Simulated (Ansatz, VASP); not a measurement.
# CdC2: VASP beside Ansatz, part 3 of 3

Aim: how closely do two programs agree when they are given the same cell, functional and k mesh? The cell is generated by rule, not measured, and may not be a known phase. The cell is taken from a series of runs on this material, whose earlier steps may have relaxed, scaled, displaced or heated it; both programs get it as it stands.

VASP 6.6.1 and Ansatz 0.2.0.

So far: The starting structure; VASP: zone-centre phonons, PBE.

The structure was built from a prototype and need not be the compound's stable phase.

### Step 3. Ansatz: zone-centre phonons, PBE

Level of this step: Ansatz beside VASP: Kohn-Sham DFT, plane waves, PBE (Ansatz).

Ansatz runs on its NC files.

The same cell, functional and mesh now go to Ansatz, which takes its cutoff from its data sets.

The input, input.yaml:

```yaml
crystal:
  lattice:
    - [5.9203150559, 0.0, 0.0]
    - [0.0, 3.9644499121, 0.0]
    - [0.0, 0.0, 3.9643213079]
  atoms:
    - { symbol: Cd, position: [0.0, 0.2174158645, 0.5090318716] }
    - { symbol: Cd, position: [0.5, 0.7825841355, 0.0090318716] }
    - { symbol: C, position: [0.0, 0.656625181, 0.8449016569] }
    - { symbol: C, position: [0.5, 0.1196952958, 0.5686057337] }
    - { symbol: C, position: [0.0, 0.8803047042, 0.0686057337] }
    - { symbol: C, position: [0.5, 0.343374819, 0.3449016569] }
kpoints:
  mp_grid: { grid: [4, 6, 6] }
hamiltonian:
  xc: pbe
  pseudopotentials: { kind: nc }
scf:
  occupations: { method: fixed }
output:
  eigenvalues: true
phonons:
  method: dfpt
  dielectric: true
  rigid_motions: translations
```

Started as:

```console
$ ansatz run input.yaml --threads 8 --pin off --max-ram 14336MiB --backend cpu --events-out ev --progress --plain --runs-dir out
```

Numbers of over 12 decimals in the logs are rounded to 6 here.

The program printed:

```text
Engine: ansatz 0.2.0, x86_64-unknown-linux-gnu
Pseudopotentials: kind: nc
Pseudopotential: Cd, nc, valence charge 20, recommended cutoff 1071 eV (normal), Cd.nc.azcp
Pseudopotential: C, nc, valence charge 4, recommended cutoff 1115.666836 eV (normal), C.nc.azcp
Functional definition: PBE
  parameter kappa = 0.804
  parameter beta = 0.066725
  exchange = pbe_x(kappa = kappa, mu = beta*pi^2/3)
  correlation = pbe_c(beta = beta)
Crystal: 6 atoms, lattice volume = 93.046 Å³
Basis set: ecut = 1115.666836 eV, 7845 PW (Γ), exchange–correlation on 144×90×96 points (8 copies of the dense FFT grid, shifted against one another)
Bands: 34, of which v1, the nominal top of the filled ones, is band 28 counted from 1 (27 counted from 0)
Symmetry: 4 space group operations
k-points: 76 of 144 (irreducible under 1 space group operation, time reversal used)
Non-local potential: Cd, projectors of the file, l = 0: 2, l = 1: 2, l = 2: 2, l = 3: 1
Non-local potential: C, projectors of the file, l = 0: 2, l = 1: 2
Initial density: superposition of atomic densities (chi_scale 0.1, normalization cell, long waves kept (reshape's long-wave potential 0.00 eV rms))
Initial wavefunctions: pseudopotential atomic-orbital guess
Functional: x = pbe(κ = 0.804, μ = 0.219515), c = pbe(β = 0.066725)
SCF iter   1: F=—  HF=-10187.751950 eV  |F-HF|=—  |Δ(HF+E_count)|=         —  Δρ=9.79e-2  dr2=9.23e0  ethr=3.10e-3  ⟨swp⟩=5.0  Hψ=10103  notcnv=0  defer=270
preconditioner: auto → Resta (q_TF=auto, 2.507 Å⁻¹)  ε∞=6.0  [insulator: Δε(μ)=4.282 eV  Ē_g=10.879 eV  n_scr=28 (ndim 8)  ℏωp=24.3 eV  f_vac=0.000  ε∞_Penn≈6.0]
SCF iter   2: F=—  HF=-10184.998754 eV  |F-HF|=—  |Δ(HF+E_count)|=    2.75e0  Δρ=4.36e-2  dr2=1.65e0  ethr=3.10e-3  ⟨swp⟩=3.0  Hψ=5320  notcnv=0  defer=179
SCF iter   3: F=—  HF=-10184.470564 eV  |F-HF|=—  |Δ(HF+E_count)|=   5.28e-1  Δρ=8.00e-3  dr2=3.52e-2  ethr=2.95e-3  ⟨swp⟩=3.0  Hψ=5094  notcnv=0  defer=268
SCF iter   4: F=—  HF=-10184.476221 eV  |F-HF|=—  |Δ(HF+E_count)|=   5.66e-3  Δρ=1.78e-3  dr2=4.27e-3  ethr=6.29e-5  ⟨swp⟩=3.1  Hψ=3617  notcnv=0  defer=304
SCF iter   5: F=—  HF=-10184.477079 eV  |F-HF|=—  |Δ(HF+E_count)|=   8.58e-4  Δρ=8.57e-4  dr2=7.72e-4  ethr=7.63e-6  ⟨swp⟩=3.0  Hψ=4313  notcnv=0  defer=304
SCF iter   6: F=—  HF=-10184.477143 eV  |F-HF|=—  |Δ(HF+E_count)|=   6.40e-5  Δρ=3.34e-4  dr2=9.99e-5  ethr=1.38e-6  ⟨swp⟩=2.1  Hψ=4138  notcnv=0  defer=304
SCF iter   7: F=—  HF=-10184.477194 eV  |F-HF|=—  |Δ(HF+E_count)|=   5.16e-5  Δρ=8.04e-5  dr2=5.24e-6  ethr=1.78e-7  ⟨swp⟩=2.0  Hψ=3977  notcnv=0  defer=303
SCF iter   8: F=—  HF=-10184.477212 eV  |F-HF|=—  |Δ(HF+E_count)|=   1.75e-5  Δρ=2.85e-5  dr2=5.24e-7  ethr=9.35e-9  ⟨swp⟩=3.1  Hψ=5942  notcnv=0  defer=280
SCF iter   9: F=—  HF=-10184.477212 eV  |F-HF|=—  |Δ(HF+E_count)|=   2.86e-7  Δρ=5.86e-6  dr2=2.55e-8  ethr=9.35e-10  ⟨swp⟩=2.0  Hψ=4442  notcnv=0  defer=280
SCF iter  10: F=—  HF=-10184.477212 eV  |F-HF|=—  |Δ(HF+E_count)|=   2.43e-8  Δρ=1.18e-6  dr2=1.42e-9  ethr=4.55e-11  ⟨swp⟩=2.2  Hψ=4032  notcnv=0  defer=280
SCF iter  11: F=-10184.477212 eV  HF=-10184.477212 eV  |F-HF|=2.36e-11  |Δ(HF+E_count)|=  8.00e-10  Δρ=1.88e-7  dr2=3.17e-11  ethr=1.00e-12  ⟨swp⟩=17.4  Hψ=23370  notcnv=0
SCF 1 converged in 11 iterations: F = -10184.477212 eV  dr2 = 3.17e-11
DFPT response loops at Γ: preconditioner auto → Resta (q_TF=auto, 2.507 Å⁻¹)  ε∞=4.2 (no band partly filled); β = 1.00, the filter's whole step (`scf.mixing.beta` (0.50) is not read by the response loops at its default; to damp them type it under 1.00, their step now; it binds the ground state too); Broyden in place of MSR1
── the response to a field inside a basis, on 4×6×6 k-points: an SCF that follows is theirs, and a resumed run solves both again ──
Bands: 29, of which v1, the nominal top of the filled ones, is band 28 counted from 1 (27 counted from 0)
k-points: 18 of 144 (time reversal used)
Initial density: handed on by an earlier stage of this run
Initial wavefunctions: pseudopotential atomic-orbital guess (no wavefunctions were taken with the density)
Eigensolver: Dense (18 Hₖ)
SCF iter   1: F=—  HF=-10184.415276 eV  |F-HF|=—  |Δ(HF+E_count)|=         —  Δρ=4.53e-4  dr2=1.95e-5  ethr=1.00e-1
preconditioner: auto → Resta (q_TF=auto, 2.507 Å⁻¹)  ε∞=7.2  [insulator: Δε(μ)=3.484 eV  Ē_g=9.758 eV  n_scr=28 (ndim 8)  ℏωp=24.3 eV  f_vac=0.030  ε∞_Penn≈7.2]
SCF iter   2: F=—  HF=-10184.415314 eV  |F-HF|=—  |Δ(HF+E_count)|=   3.80e-5  Δρ=2.32e-4  dr2=5.48e-6  ethr=3.48e-8
SCF iter   3: F=-10184.415330 eV  HF=-10184.415330 eV  |F-HF|=4.24e-8  |Δ(HF+E_count)|=   1.59e-5  Δρ=1.42e-5  dr2=7.52e-8  ethr=9.79e-9
SCF 1 converged in 3 iterations: F = -10184.415330 eV  dr2 = 7.52e-8
DFPT response loops at Γ: mixed as the last ones told, above
SCF converged after 11 iterations
Free energy (F): -10184.477212 eV
Harris-Foulkes:  -10184.477212 eV  (|F-HF|=2.36e-11)
Internal energy: -10184.477212 eV  (E = F + TS)
E sigma→0 (E₀):  -10184.477212 eV
Fermi energy:    6.925074 eV
--- Per-component energies (eV) ---
  E_band       = -989.014182
  E_kinetic    = 3691.755995
  E_local      = -10273.735489  (includes V_loc(G=0)·N_el)
  E_nonlocal   = 338.592728
  E_hartree    = 3323.436810
  E_xc         = -1546.691839
  E_vxc        = -1392.501258  (∫ρ·V_xc dr)
  E_ewald      = -5717.835416
  E_smearing   = -0.000000  (= −TS)
  E_closure    = -0.000000  (closes the sum)
  Σ components = -10184.477212   (vs F -10184.477212, Δ=0.00e0)
--- Band table (eV; the first three rows and the last of 76) ---
  k-point 0: bands = [... 24 lower, 4.5019, 5.8694, 5.9278, 5.9696, 10.5548, 11.7072, 12.8802, 12.9641, ... 2 higher]
  k-point 1: bands = [... 24 lower, 4.6546, 5.9181, 6.0175, 6.0571, 10.8551, 11.7741, 12.3762, 12.6220, ... 2 higher]
  k-point 2: bands = [... 24 lower, 5.0113, 5.6580, 6.0954, 6.1452, 11.3160, 11.6692, 11.7279, 11.9816, ... 2 higher]
  k-point 75: bands = [... 24 lower, 4.3557, 4.3557, 6.6933, 6.6933, 11.8334, 11.8334, 12.0059, 12.0059, ... 2 higher]
--- Phonons (Γ-DFPT): 9 representative perturbations + reference, on 76 of 144 k-points (Σ response iterations 30) ---
  k mesh reduced under 1 symmetry operation, with k and −k counted as one. Each operation leaves every solved perturbation unchanged. A smaller set is not considered because the run solves the response to a homogeneous field
  ASR residual: 5.882e-4 → 0.000e0 eV/Å²; symmetrization residual: 3.096e-6 eV/Å²
  ASR residual per site (eV/Å²): 5.88e-4 5.88e-4 5.83e-5 3.50e-5 3.50e-5 5.83e-5
  Γ frequencies (cm⁻¹): -58.77 0.00 0.00 0.00 45.82 50.37 52.47 137.17 137.65 257.31 260.92 288.27 367.35 373.14 444.02 445.61 1922.67 1923.97
  ε∞ (high-frequency dielectric tensor):
        4.139933     0.000000     0.000000
        0.000000     5.059206     0.000000
        0.000000     0.000000     5.075284
  softest optical mode at Γ: -58.77 cm⁻¹; the repairs (sum rule, projections) moved no ω² at Γ by more than (1.76 cm⁻¹)²
  Born effective charges Z* (e; rows j = field, columns β = displacement):
    site 0:
         2.28712    0.00000    0.00000
         0.00000    2.26717   -0.10729
         0.00000   -0.11062    2.28061
    site 1:
         2.28712    0.00000    0.00000
         0.00000    2.26717    0.10729
         0.00000    0.11062    2.28061
    site 2:
        -1.08696    0.00000    0.00000
        -0.00000   -0.95903    0.21868
         0.00000   -0.01484   -1.30203
    site 3:
        -1.20016    0.00000   -0.00000
        -0.00000   -1.30815    0.02419
         0.00000   -0.21253   -0.97858
    site 4:
        -1.20016    0.00000   -0.00000
         0.00000   -1.30815   -0.02419
        -0.00000    0.21253   -0.97858
    site 5:
        -1.08696    0.00000    0.00000
         0.00000   -0.95903   -0.21868
         0.00000    0.01484   -1.30203
  Z* charge neutrality: 5.599e-3 e pre-enforcement
  solved inside a basis spanned on kpoints, on 4×6×6 k-points, its susceptibility summed on 6×10×10: ε∞ is read to err by 1.6e-2, Z* by 2.4e-2 e (field_mesh: kpoints solves on kpoints); Z* is corrected for what the basis lacks
  optical modes at Γ without the LO–TO term, one row a degenerate level:
      ω (cm⁻¹)  modes    IR ((D/Å)²/amu)
        -58.77      1            12.2193
         45.82      1             0.0000
         50.37      1             0.1520
[...]
optical modes at Γ + LO–TO along q̂ = [1.0000, 0.0000, 0.0000]:
      ω (cm⁻¹)  modes    IR ((D/Å)²/amu)
[...]
optical modes at Γ + LO–TO along q̂ = [0.0000, 1.0000, 0.0000]:
      ω (cm⁻¹)  modes    IR ((D/Å)²/amu)
[...]
optical modes at Γ + LO–TO along q̂ = [0.0000, 0.0000, 1.0000]:
      ω (cm⁻¹)  modes    IR ((D/Å)²/amu)
[...]
260.92      1             0.0000
        288.27      1             0.0000
        373.14      1             1.4527
        374.78      1             1.1679
        445.61      1             3.3706
        466.99      1             5.7989
       1922.97      1             0.2680
       1923.97      1             0.2985
```

Reading the cycles: dr2 is the Hartree energy of the density residual (eV), the measure of convergence; HF is the Harris–Foulkes estimate of the energy, which meets the free energy F at convergence.

### Step 4. Comparison

Known differences besides the potentials themselves: fixed occupations in Ansatz, narrow Gaussian smearing in VASP; VASP's response is taken on the typed mesh, Ansatz refines its own for the field response alone; the data sets hold 56 valence electrons in Ansatz (on its NC files) and 40 in VASP; the cutoff is 1115.67 eV in Ansatz and 600 eV in VASP. Total energies have different zeros and are not compared.

The two programs side by side:

```
                                              quantity  Ansatz    VASP  difference
                                                 ε∞ xx    4.14    4.13     +0.31 %
                                                 ε∞ yy    5.06    5.02     +0.75 %
                                                 ε∞ zz    5.08    5.04     +0.76 %
         Born charge of Cd1 (mean of the diagonal) (e)    2.28    2.27        0.00
          Born charge of C3 (mean of the diagonal) (e)   -1.12   -1.11        0.00
optical mode 1 (imaginary, printed as negative) (cm⁻¹)   -58.8   -64.3        +5.6
                                 optical mode 2 (cm⁻¹)    45.8    47.6        -1.8
                                 optical mode 3 (cm⁻¹)    50.4    51.4     -1.92 %
                                 optical mode 4 (cm⁻¹)    52.5    51.4     +1.98 %
                                 optical mode 5 (cm⁻¹)   137.2   139.0     -1.35 %
                                 optical mode 6 (cm⁻¹)   137.7   139.7     -1.43 %
                                 optical mode 7 (cm⁻¹)   257.3   248.3     +3.61 %
                                 optical mode 8 (cm⁻¹)   260.9   251.6     +3.72 %
                                 optical mode 9 (cm⁻¹)   288.3   287.9     +0.14 %
                                optical mode 10 (cm⁻¹)   367.4   363.7     +1.01 %
                                optical mode 11 (cm⁻¹)   373.1   371.2     +0.54 %
                                optical mode 12 (cm⁻¹)   444.0   450.6     -1.47 %
                                optical mode 13 (cm⁻¹)   445.6   452.3     -1.48 %
                                optical mode 14 (cm⁻¹)  1922.7  1931.3     -0.45 %
                                optical mode 15 (cm⁻¹)  1924.0  1935.8     -0.61 %
```

Modes are paired by rising frequency, not by their patterns, so a pair may set unlike modes beside each other; they are those without the splitting of longitudinal modes.

### Step 5. Summary of results

| Property | Result |
| --- | --- |
| r.m.s. difference of the optical zone-centre modes, each program's sorted by frequency (zone-centre phonons, PBE) | 6.0 cm⁻¹ |
| difference in optical mode 8 (zone-centre phonons, PBE) | +3.7 % |

In words: The r.m.s. difference of the optical zone-centre modes, each program's sorted by frequency is 6.0 cm⁻¹ (zone-centre phonons, PBE). The data sets hold unlike numbers of valence electrons (56 in Ansatz and 40 in VASP), so part of the differences comes from the potentials. Among the rows given in per cent, the largest difference of the zone-centre phonons, PBE pair is in optical mode 8, +3.7 %. How closely two codes agree says nothing of how well the functional describes the real material.

[Lines on the potential files, build, host, timing and source positions are cut from VASP's logs without a mark.]

[Logs are printed without paths, hosts, clocks, repeated set-up lines and the standing remarks that a program may print on its own settings, such as how far it seeks lower states.]

[Hosts, paths, dates, database ids (printed as entryN), source tags and the programs' standing remarks are cut or masked in the printed files.]
